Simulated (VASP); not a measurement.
Consider the following.

```
CELL_PARAMETERS angstrom
      1.50337    -2.74033     0.00000
      1.50337     2.74033     0.00000
      0.00000     0.00000     3.51437
ATOMIC_POSITIONS crystal
  Mg 0.00000 0.00000 0.00000
  B  0.33333 0.66667 0.50000
  B  0.69689 0.36355 0.50000
```

All values below come from PBE GGA, VASP's PBE PAW potentials (set 64) (plane waves; VASP). Run with 520 eV cut-off, 10×10×8 Γ-centred mesh, first-order Methfessel-Paxton smearing of 0.10 eV, potentials Mg B_s.

Q: Which forces act on the atoms, in eV/Å?

A: 
| atom | Fx | Fy | Fz |
|---|---|---|---|
| Mg1 | 0.228 | 0.018 | 0.000 |
| B2 | 0.744 | -0.226 | 0.000 |
| B3 | -0.972 | 0.208 | 0.000 |

Q: Give the stress tensor in GPa (positive for a compressed cell).

A: 
```
 10.00   -1.03    0.00
 -1.03  -10.55    0.00
  0.00    0.00    0.92
```
The pressure is its mean diagonal, 0.12 GPa.

The compound is MgB2 in the AlB2 type structure. The cell was not relaxed at this level, atoms are displaced from their ideal sites. The run is one of a series of settings (POTCAR Mg B_s (PBE.64 set) against the base run), some of them coarse on purpose.
